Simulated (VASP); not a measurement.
OSZICAR of a VASP run on GaP (space group F-43m):

File OSZICAR:
```
       N       E                     dE             d eps       ncg     rms          rms(c)
DAV:   1     0.634327428338E+02    0.63433E+02   -0.73078E+03   268   0.150E+03
DAV:   2    -0.442659923735E+01   -0.67859E+02   -0.66233E+02   280   0.250E+02
DAV:   3    -0.927446966574E+01   -0.48479E+01   -0.48301E+01   335   0.625E+01
DAV:   4    -0.934812589870E+01   -0.73656E-01   -0.73622E-01   321   0.838E+00
DAV:   5    -0.935002435300E+01   -0.18985E-02   -0.18984E-02   315   0.107E+00    0.433E+00
DAV:   6    -0.909801825503E+01    0.25201E+00   -0.47456E-01   399   0.126E+01    0.286E+00
DAV:   7    -0.907038410297E+01    0.27634E-01   -0.12347E-01   333   0.252E+00    0.117E+00
DAV:   8    -0.907075197531E+01   -0.36787E-03   -0.15863E-02   305   0.187E+00    0.164E-01
DAV:   9    -0.907113054636E+01   -0.37857E-03   -0.17023E-03   343   0.732E-01    0.890E-02
DAV:  10    -0.907119904302E+01   -0.68497E-04   -0.13106E-04   361   0.118E-01    0.408E-02
DAV:  11    -0.907127920688E+01   -0.80164E-04   -0.11658E-04   290   0.109E-01    0.620E-03
DAV:  12    -0.907127830636E+01    0.90051E-06   -0.46708E-06   328   0.341E-02
   1 F= -.90712783E+01 E0= -.90712783E+01  d E =-.528166E-59
```

Problem. Which electronic solver shows in the log?

Solution. It is blocked Davidson (ALGO = Normal, or the opening steps of other solvers). The INCAR had ALGO = Normal.

Problem. Can the final energy be trusted as converged?

Solution. The run converged. It stopped with EDIFF = 1E-6, NELM = 100 (PBE GGA, plane waves, VASP's PBE PAW potentials (set 64)).

The structure comes from a computed database's GaP entry; how it stands against other phases isn't given here. The cell was not relaxed at this level, and its volume differs by -5.9 % from the start's.
